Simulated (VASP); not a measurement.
Take BeTe (zinc blende), without spin-orbit terms, in VASP with PAW potentials, and its band gap.

One run gives 2.02 eV. Which level is it?
A) Hartree-Fock (PBE cell)
B) revTPSS (own cell)
C) SCAN (own cell)
D) PBEsol (own cell)

B, revTPSS (own cell).  The others give 1.83 (PBEsol (own cell)), 8.04 (Hartree-Fock (PBE cell)), 2.25 (SCAN (own cell)).

Only levels that ran to the end are used. Left out are those held back, those with too coarse a band path, GW runs whose mesh misses a band edge, hybrids' fits of cells that aren't cubic and levels without matching references; a question may draw on a part of the rest.

The compound is BeTe in the zinc blende structure.
